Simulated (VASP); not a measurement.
Set up this calculation in VASP 6.6.1, as the native input.

| Item | Value |
| --- | --- |
| Task | density of states |
| Functional | PBE |
| Potentials or basis | VASP PAW PBE potentials, release 64 (O, Co, Pt) |
| Cutoff | 520 eV |
| k mesh | 8 × 8 × 1 |
| Occupations | fermi-dirac, width 0.05 eV |
| Spin | collinear spin, antiferromagnetic start |
| Starting moments | [0.0, 0.0, 0.0, 0.0, 2.0, -2.0, 0.0] μB |
| Hubbard terms | Co d U = 3 eV, Pt d U = 3 eV |
| Dipole correction | yes |
| k mesh for the DOS | 12 × 12 × 1 |
| Occupations for the DOS | tetrahedron |
| Further INCAR settings | ALGO = Normal; EDIFF = 1e-07 |

Slab: Co2PtO4, a slab with vacuum.

```
O Co Pt
1.0
     2.82454    0.00000    0.00000
    -1.41227    2.44612    0.00000
     0.00000    0.00000   22.87881
O Co Pt
4 2 1
Direct
  0.00000 0.00000 0.32781
  0.66667 0.33333 0.41258
  0.66667 0.33333 0.58742
  0.33333 0.66667 0.67219
  0.33333 0.66667 0.37020
  0.00000 0.00000 0.62980
  0.66667 0.33333 0.50000
```

One way to write it, as run:

POSCAR

```
Co2PtO4
1.0
    2.8245398345      0.0000000000      0.0000000000
   -1.4122699173      2.4461232507      0.0000000000
    0.0000000000      0.0000000000     22.8788124025
O Co Pt
4 2 1
Direct
    0.0000000000      0.0000000000      0.3278142182
    0.6666666667      0.3333333333      0.4125836222
    0.6666666667      0.3333333333      0.5874163778
    0.3333333333      0.6666666667      0.6721857818
    0.3333333333      0.6666666667      0.3701989202
    0.0000000000      0.0000000000      0.6298010798
    0.6666666667      0.3333333333      0.5000000000
```

INCAR.step1

```
SYSTEM = Co2PtO4
PREC = Accurate
ENCUT = 520
EDIFF = 1E-7
ISMEAR = -1
SIGMA = 0.05
LREAL = .FALSE.
LASPH = .TRUE.
NELM = 100
ALGO = Normal
ISIF = 2
LWAVE = .FALSE.
LCHARG = .TRUE.
ISPIN = 2
MAGMOM = 0 0 0 0 2 -2 0
LMAXMIX = 4
LDAU = .TRUE.
LDAUTYPE = 2
LDAUL = -1 2 2
LDAUU = 0 3 3
LDAUJ = 0 0 0
LDAUPRINT = 1
LDIPOL = .TRUE.
IDIPOL = 3
DIPOL = 0.5 0.5 0.500
GGA = PE
```

KPOINTS.step1

```
Automatic mesh
0
G
  8 8 1
  0 0 0
```

INCAR.step2

```
SYSTEM = Co2PtO4
PREC = Accurate
ENCUT = 520
EDIFF = 1E-7
ISMEAR = -5
SIGMA = 0.05
LREAL = .FALSE.
LASPH = .TRUE.
NELM = 100
ALGO = Normal
ISIF = 2
LWAVE = .FALSE.
LCHARG = .FALSE.
ISPIN = 2
MAGMOM = 0 0 0 0 2 -2 0
LORBIT = 11
LMAXMIX = 4
LDAU = .TRUE.
LDAUTYPE = 2
LDAUL = -1 2 2
LDAUU = 0 3 3
LDAUJ = 0 0 0
LDAUPRINT = 1
LDIPOL = .TRUE.
IDIPOL = 3
DIPOL = 0.5 0.5 0.500
GGA = PE
NEDOS = 1001
ICHARG = 11
```

KPOINTS.step2

```
Automatic mesh
0
G
  12 12 1
  0 0 0
```

Potentials or basis: VASP PAW PBE potentials, release 64 (O, Co, Pt).

The run is started by

```bash
$ cat potpaw_PBE.64/O/POTCAR potpaw_PBE.64/Co/POTCAR potpaw_PBE.64/Pt/POTCAR > POTCAR
$ cp INCAR.step1 INCAR
$ cp KPOINTS.step1 KPOINTS
$ mpirun -np 1 vasp_std > vasp.out
$ cp INCAR.step2 INCAR
$ cp KPOINTS.step2 KPOINTS
$ mpirun -np 1 vasp_std > vasp.out
```

It gave:

```json
{"Net moment": "0.00 μB per cell", "Site moments": "O +0.09, +0.01, -0.01, -0.09; Co +0.29, -0.29; Pt +0.00 μB", "Valence electrons inside the program's atomic spheres": "O 4.92, 5.02; Co 8.44; Pt 9.36"}
```

Run time: 11 min on 1 thread of AMD EPYC 7R43 64-Core Processor (Zen 3), on a shared host, peak memory 0.41 GiB.
